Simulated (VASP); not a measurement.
VASP input:

POSCAR:
```
YN
1
    0.0000000000     2.4400000000     2.4400000000
    2.4400000000     0.0000000000     2.4400000000
    2.4400000000     2.4400000000     0.0000000000
Y N
1 1
Direct
  0.0000000000   0.0000000000   0.0000000000
  0.5000000000   0.5000000000   0.5000000000
```

INCAR:
```
ALGO=Normal
EDIFF=1E-6
EDIFFG=-0.01
ENCUT=520
GGA=PS
IBRION=2
ISIF=3
ISMEAR=0
LASPH=T
LCHARG=F
LMAXMIX=4
LREAL=F
LWAVE=F
NELM=100
NSW=60
PREC=Accurate
SIGMA=0.05
SYSTEM=YN
```

### KPOINTS
```
Automatic mesh
0
Gamma
8 8 8
0 0 0
```

POTCAR, in this order: Y_sv N (PBE.64 set). Program: vasp_std.

Q: Write an equivalent input for Ansatz.

A: One equivalent input (not run):
Ansatz 0.2 input:
```yaml
crystal:
  lattice:
    - [0.0000000, 2.4400000, 2.4400000]
    - [2.4400000, 0.0000000, 2.4400000]
    - [2.4400000, 2.4400000, 0.0000000]
  atoms:
    - { symbol: Y, position: [0.0000000, 0.0000000, 0.0000000] }
    - { symbol: N, position: [0.5000000, 0.5000000, 0.5000000] }
kpoints:
  mp_grid: { grid: [8, 8, 8] }
hamiltonian:
  xc: pbesol
  pseudopotentials: { kind: paw }
scf:
  occupations: { method: gaussian, width: 0.05 }
  max_iter: 100
relax:
  max_steps: 60
  f_tol: 0.01
  cell: {}
output: { forces: true, stress: true, eigenvalues: true }
```
The two are equivalent in intent, not identical: each code has its own PAW files, so the cut-off isn't converted (ENCUT is set for VASP's; basis.ecutwfc is left out, and Ansatz then takes the one that its files recommend); Ansatz stops its SCF on the density residual and VASP on the energy change (EDIFF).

The compound is YN in the rock salt structure. This run relaxes it. Symmetry was kept, so distortions that lower it aren't found.
